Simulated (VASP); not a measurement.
Computed with PBE GGA, VASP's PBE PAW potentials (set 64) (plane waves; VASP).

Input for VASP

POSCAR:
```
BaTiO3
1
    4.0000000000     0.0000000000     0.0000000000
    0.0000000000     4.0000000000     0.0000000000
    0.0000000000     0.0000000000     4.0000000000
Ba Ti O
1 1 3
Direct
  0.0000000000   0.0000000000   0.0000000000
  0.5000000000   0.5000000000   0.5000000000
  0.5000000000   0.0000000000   0.5000000000
  0.0000000000   0.5000000000   0.5000000000
  0.5000000000   0.5000000000   0.0000000000
```

### INCAR
```
# general
SYSTEM   =  BaTiO3
PREC     =  Accurate
ENCUT    =  400   # plane-wave cut-off (eV)
LREAL    =  .False.   # projection in real space or not
LASPH    =  .True.

# electronic loop
EDIFF    =  1E-6   # SCF stop (eV)
NELM     =  100
ALGO     =  Normal   # blocked Davidson
LMAXMIX  =  4   # l cut-off of mixed one-centre charges

# smearing
ISMEAR   =  -1   # Fermi-Dirac
SIGMA    =  0.01

# functional
GGA      =  PE   # PBE

# ions
ISIF     =  2

# output
LWAVE    =  .False.
LCHARG   =  .False.
```

KPOINTS:
```
Automatic mesh
0
Gamma
7 7 7
0 0 0
```

POTCAR, in this order: Ba_sv Ti_sv O (PBE.64 set). Program: vasp_std.

Predict the energy per atom (σ→0).

- energy per atom (σ→0): -8.002 eV/atom

OSZICAR:
```
...
DAV:  11    -0.400110794245E+02    0.33942E-02   -0.27098E-02  1352   0.130E+00    0.128E-01
DAV:  12    -0.400108711686E+02    0.20826E-03   -0.39591E-03  1160   0.593E-01    0.862E-02
DAV:  13    -0.400108288678E+02    0.42301E-04   -0.21474E-04  1248   0.114E-01    0.246E-02
DAV:  14    -0.400108284017E+02    0.46618E-06   -0.19061E-05  1256   0.281E-02    0.212E-02
DAV:  15    -0.400108257320E+02    0.26696E-05   -0.44043E-06  1144   0.213E-02    0.127E-02
DAV:  16    -0.400108234589E+02    0.22731E-05   -0.88210E-06  1136   0.218E-02    0.148E-03
DAV:  17    -0.400108235262E+02   -0.67309E-07   -0.40830E-07   504   0.543E-03
   1 F= -.40010824E+02 E0= -.40010824E+02  d E =-.106879E-11
```

The structure is a typed BaTiO3 crystal (Pm-3m). The cell was not relaxed at this level.
